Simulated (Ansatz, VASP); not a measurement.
# YSb in two plane-wave programs, part 2 of 2

One calculation is typed for both programs; each brings its own data sets and cutoff. How far apart do they land? The cell is taken from a series of VASP runs on this material, whose earlier steps may have relaxed, scaled or displaced it; both programs get it as it stands.

VASP 6.6.1 and Ansatz 0.2.0.

So far. Step 2 (VASP: band structure, PBEsol, spin-orbit coupling): The run ends at a pressure of -0.05 GPa.

### Step 3. Ansatz: band structure, PBEsol, spin-orbit coupling

Level of this step: Ansatz beside VASP: Kohn-Sham DFT, plane waves, PBEsol, spin-orbit coupling (Ansatz).

Ansatz runs on its fully relativistic PAW (standard-fr) files.

The same cell, functional, mesh and smearing now go to Ansatz, which takes its cutoff from its data sets.

Contents of input.yaml:

```yaml
crystal:
  lattice:
    - [0.0, 3.0591892983, 3.0591892983]
    - [3.0591892983, 0.0, 3.0591892983]
    - [3.0591892983, 3.0591892983, 0.0]
  atoms:
    - { symbol: "Y", position: [0.5, 0.5, 0.5] }
    - { symbol: Sb, position: [0.0, 0.0, 0.0] }
hamiltonian:
  xc: pbesol
  pseudopotentials: { kind: paw_fr }
magnetization:
  noncollinear: true
  spin_orbit: true
kpoints:
  mp_grid: { grid: [5, 5, 5] }
  band_path:
    path:
      - [0.0, 0.0, 0.0]
      - [0.16667, 0.0, 0.16667]
      - [0.33333, 0.0, 0.33333]
      - [0.5, 0.0, 0.5]
      - [0.5, 0.08333, 0.58333]
      - [0.5, 0.18333, 0.68333]
      - [0.5, 0.25, 0.75]
      - [0.45, 0.3, 0.75]
      - [0.40833, 0.34167, 0.75]
      - [0.35, 0.35, 0.7]
      - [0.225, 0.225, 0.45]
      - [0.075, 0.075, 0.15]
      - [0.03333, 0.03333, 0.03333]
      - [0.23333, 0.23333, 0.23333]
      - [0.4, 0.4, 0.4]
      - [0.51667, 0.46667, 0.51667]
      - [0.55833, 0.38333, 0.55833]
      - [0.60833, 0.28333, 0.60833]
      - [0.60833, 0.25, 0.64167]
      - [0.55833, 0.25, 0.69167]
      - [0.51667, 0.25, 0.73333]
      - [0.5, 0.3, 0.7]
      - [0.5, 0.38333, 0.61667]
      - [0.5, 0.48333, 0.51667]
      - [0.475, 0.475, 0.55]
      - [0.425, 0.425, 0.65]
      - [0.38333, 0.38333, 0.73333]
      - [0.59167, 0.18333, 0.59167]
      - [0.55, 0.1, 0.55]
      - [0.5, 0.0, 0.5]
    npoints: 1
scf:
  occupations: { method: gaussian, width: 0.05 }
  n_extra_bands: 14
output:
  forces: true
  stress: true
  eigenvalues: true
```

Launch:

```bash
$ ansatz run input.yaml --threads 2 --pin off --max-ram 4608MiB --backend cpu --events-out ev --progress --plain --runs-dir out
```

Numbers of over 12 decimals in the logs are rounded to 6 here.

What it wrote:

```text
scf.n_extra_bands = 14 over 26 filled bands (N_el = 26.0): the run solves 40 bands
Engine: ansatz 0.2.0, aarch64-unknown-linux-gnu
Pseudopotentials: kind: paw_fr
Pseudopotential: Y, paw_fr, valence charge 11, recommended cutoff 420 eV (normal), Y.paw.azcp#standard-fr
Pseudopotential: Sb, paw_fr, valence charge 15, recommended cutoff 420 eV (normal), Sb.paw.azcp#standard-fr
Functional definition: PBEsol
  exchange = pbesol_x
  correlation = pbesol_c
non-collinear run that drives no moment, with spin-orbit: no starting moment large enough to seed its density (crystal.atoms[].spin), no starting occupations that ask for one, no magnetisation constraint and no magnetic field, so the semilocal B_xc is pinned to zero
Crystal: 2 atoms, lattice volume = 57.260 Å³
Basis set: ecut = 420 eV, 1139 PW (Γ), exchange–correlation on 60×60×60 points (8 copies of the dense FFT grid, shifted against one another)
Bands: 40, of which v1, the nominal top of the filled ones, is band 26 counted from 1 (25 counted from 0)
Symmetry: 48 space group operations + 48 with time reversal
Magnetic group: BNS 225.117 (UNI 1619), of the structure as read, at distance tolerance 3.9e-5 Å
k-points: 10 of 125
Projection manifold: j_resolved (fully-relativistic pseudo-atomic orbitals)
Non-local potential: Y, projectors of the file, l = 0: 3, l = 1: 4, l = 2: 4, l = 3: 2
Non-local potential: Sb, projectors of the file, l = 0: 2, l = 1: 4, l = 2: 4, l = 3: 4
PAW form: soft (Blöchl's): semilocal exchange-correlation on the pseudo side does not see the compensation charge
PAW frozen core: Y, regenerated for the run's functional, and the local potential with it (the file was generated under x = pbe(κ = 0.804, μ = 0.219515), c = pbe(β = 0.066725))
PAW frozen core: Sb, regenerated for the run's functional, and the local potential with it (the file was generated under x = pbe(κ = 0.804, μ = 0.219515), c = pbe(β = 0.066725))
PAW one-centre angular grid: Y, 590 points (default); XC on 64 Gauss nodes
PAW one-centre angular grid: Sb, 590 points (default); XC on 64 Gauss nodes
Initial density: superposition of atomic densities (chi_scale 0.1, normalization cell, long waves kept (reshape's long-wave potential 0.00 eV rms))
Initial wavefunctions: pseudopotential atomic-orbital guess
Functional: x = pbesol(κ = 0.804, μ = 0.123457), c = pbesol(β = 0.046)
SCF iter   1: F=—  HF=-10208.817186 eV  |F-HF|=—  |Δ(HF+E_count)|=         —  Δρ=2.92e-2  dr2=5.72e-1  dr2_m=0.00e0 (ungated)  ethr=3.10e-3  |M|=0.00e0 ∫|m|=0.00e0 μB  |m|>n=0.0e0 m-floor=0.0e0 τ_xc=0.0e0  β_m=0.30  ⟨swp⟩=8.1  Hψ=1066  notcnv=0  defer=12
preconditioner: auto → none  [insulator: Δε(μ)=0.338 eV  Ē_g=7.788 eV  σ=0.050 eV  W_gap=0.50  n_scr=14 (ndim 8)  ℏωp=13.9 eV  f_vac=0.000  D(μ)=1.08/eV (n_scr^D=8)  ε∞_Penn≈4.2]
SCF iter   2: F=—  HF=-10208.643295 eV  |F-HF|=—  |Δ(HF+E_count)|=   1.74e-1  Δρ=1.55e-2  dr2=9.99e-2  dr2_m=0.00e0 (ungated)  ethr=2.20e-3  |M|=0.00e0 ∫|m|=0.00e0 μB  |m|>n=0.0e0 m-floor=0.0e0 τ_xc=0.0e0  β_m=0.38  ⟨swp⟩=3.3  Hψ=391  notcnv=0  defer=76
SCF iter   3: F=—  HF=-10208.635398 eV  |F-HF|=—  |Δ(HF+E_count)|=   7.90e-3  Δρ=7.30e-3  dr2=1.91e-2  dr2_m=0.00e0 (ungated)  ethr=3.84e-4  |M|=0.00e0 ∫|m|=0.00e0 μB  |m|>n=0.0e0 m-floor=0.0e0 τ_xc=0.0e0  β_m=0.56  ⟨swp⟩=2.0  Hψ=309  notcnv=0  defer=78
SCF iter   4: F=—  HF=-10208.639702 eV  |F-HF|=—  |Δ(HF+E_count)|=   4.30e-3  Δρ=9.93e-4  dr2=2.72e-4  dr2_m=0.00e0 (ungated)  ethr=7.36e-5  |M|=0.00e0 ∫|m|=0.00e0 μB  |m|>n=0.0e0 m-floor=0.0e0 τ_xc=0.0e0  β_m=0.59  ⟨swp⟩=2.0  Hψ=242  notcnv=0  defer=78
SCF iter   5: F=—  HF=-10208.639804 eV  |F-HF|=—  |Δ(HF+E_count)|=   1.02e-4  Δρ=1.76e-4  dr2=6.63e-6  dr2_m=0.00e0 (ungated)  ethr=1.05e-6  |M|=0.00e0 ∫|m|=0.00e0 μB  |m|>n=0.0e0 m-floor=0.0e0 τ_xc=0.0e0  β_m=0.68  ⟨swp⟩=2.5  Hψ=241  notcnv=0  defer=78
SCF iter   6: F=—  HF=-10208.639807 eV  |F-HF|=—  |Δ(HF+E_count)|=   3.22e-6  Δρ=1.79e-5  dr2=8.77e-8  dr2_m=0.00e0 (ungated)  ethr=3.85e-10  |M|=0.00e0 ∫|m|=0.00e0 μB  |m|>n=0.0e0 m-floor=0.0e0 τ_xc=0.0e0  β_m=0.79  ⟨swp⟩=10.3  Hψ=1243  notcnv=0
SCF iter   7: F=-10208.639807 eV  HF=-10208.639807 eV  |F-HF|=6.37e-10  |Δ(HF+E_count)|=   2.96e-8  Δρ=1.43e-6  dr2=8.77e-10  dr2_m=0.00e0 (ungated)  ethr=3.37e-10  |M|=0.00e0 ∫|m|=0.00e0 μB  |m|>n=0.0e0 m-floor=0.0e0 τ_xc=0.0e0  ⟨swp⟩=1.9  Hψ=556  notcnv=0
SCF 1 converged in 7 iterations: F = -10208.639807 eV  dr2 = 8.77e-10
  greatest PAW one-centre occupation: 0.996 electrons in one spin orbital (limit 2), on the Sb atom at site 1 (counted from 0), in its partial waves of l = 2
NSCF: frozen V_eff on 30 k-points
SCF converged after 7 iterations
Magnetization: |M| = 0.0000 μB,  M = (+0.0000, +0.0000, +0.0000) μB
Absolute magnetization: 0.0000 μB (∫|m|)
  site 0: m = (+0.0000, +0.0000, +0.0000) μB, |m| = 0.0000 μB  (R = 1.26 Å)
  site 1: m = (+0.0000, +0.0000, +0.0000) μB, |m| = 0.0000 μB  (R = 1.26 Å)
Free energy (F): -10208.639807 eV
Harris-Foulkes:  -10208.639807 eV  (|F-HF|=6.37e-10)
Internal energy: -10208.638453 eV  (E = F + TS)
E sigma→0 (E₀):  -10208.639130 eV
Entropy (-TS):   -0.001354 eV (-0.677 meV/atom)
Fermi energy:    10.134545 eV
--- Per-component energies (eV) ---
  E_band       = -261.839963
  E_kinetic    = 514.899729
  E_local      = -2179.550110  (includes V_loc(G=0)·N_el)
  E_nonlocal   = 416.834738
  E_hartree    = 917.457961
  E_xc         = -310.779046
  E_vxc        = -296.867638  (∫ρ·V_xc dr)
  E_paw        = -7278.054773  (= ΣΔE_a)
  E_vpaw       = -552.073910  (= ΣTr[D̂ρ^β])
  E_aug_tail   = 0.000001  (compensation charges beyond the density's cutoff)
  E_ewald      = -2289.931649
  E_core_change = 0.484696  (= ΣΔE_core)
  E_smearing   = -0.001354  (= −TS)
  E_closure    = 0.000000  (closes the sum)
  Σ components = -10208.639807   (vs F -10208.639807, Δ=0.00e0)
--- Forces (eV/Å), atoms counted from 1 ---
  atom   1  Y      0.00000000    -0.00000000    -0.00000000
  atom   2  Sb     0.00000000     0.00000000     0.00000000
  max |Σ_I F_I| component: 3.12e-29 eV/Å
--- Stress (GPa, compression-positive) ---
       -0.128365       0.000000      -0.000000
       -0.000000      -0.128365      -0.000000
        0.000000       0.000000      -0.128365
  P = ⅓ Tr σ = -0.1284 GPa (-1.284 kbar)
--- Band table (eV; the first three rows and the last of 10) ---
  k-point 0: bands = [... 22 lower, 11.3964, 11.3964, 11.3964, 11.3964, 11.4000, 11.4000, 11.4000, 11.4000, ... 10 higher]
  k-point 1: bands = [... 22 lower, 9.4841, 9.4841, 9.7467, 9.7467, 11.9467, 11.9467, 11.9604, 11.9604, ... 10 higher]
  k-point 2: bands = [... 22 lower, 8.4872, 8.4872, 8.7571, 8.7571, 12.8483, 12.8483, 13.0314, 13.0314, ... 10 higher]
  k-point 9: bands = [... 22 lower, 8.1388, 8.1388, 8.5428, 8.5428, 12.1440, 12.1440, 13.0175, 13.0175, ... 10 higher]
```

Wall time 13 s (2 threads of Arm Neoverse N1, shared host); peak memory 0.46 GiB; 24 s of CPU time.

Reading the cycles: dr2 is the Hartree energy of the density residual (eV), the measure of convergence; HF is the Harris–Foulkes estimate of the energy, which meets the free energy F at convergence.

### Step 4. Comparison

Known differences besides the potentials themselves: spin-orbit coupling enters by fully relativistic files in Ansatz and inside the spheres in VASP; the data sets hold 26 valence electrons in Ansatz (fully relativistic PAW (standard-fr) files) and 16 in VASP; the cutoff is 420 eV in Ansatz and 400 eV in VASP; Ansatz makes its cores anew for this functional, VASP keeps those of its PBE data sets. Total energies have different zeros and are not compared.

The two programs side by side:

```
      quantity  Ansatz   VASP  difference
pressure (GPa)   -0.13  -0.05       -0.08
```

Levels from 3 eV below to 2 eV above the Fermi level differ by 10 meV r.m.s. and 46 meV at most; each VASP level is matched to the nearest of Ansatz, which flatters the figure a little. Ansatz's pressure holds a Pulay correction of 0.02 GPa; VASP's holds none.

### Step 5. Outcome

* r.m.s. difference of levels near the Fermi level (band structure, PBEsol, spin-orbit coupling): 9.9 meV

The r.m.s. difference of levels near the Fermi level is 9.9 meV (band structure, PBEsol, spin-orbit coupling), within the 80 meV picked in this series as the mark of a large difference. 2 further runs of this series are not shown here. How closely two codes agree says nothing of how well the functional describes the real material.

[Lines on the potential files, build, host, timing and source positions are cut from VASP's logs without a mark.]

[Logs are printed without paths, hosts, clocks, repeated set-up lines and the standing remarks that a program may print on its own settings, such as how far it seeks lower states.]

[Hosts, paths, dates, database ids (printed as entryN), source tags and the programs' standing remarks are cut or masked in the printed files.]
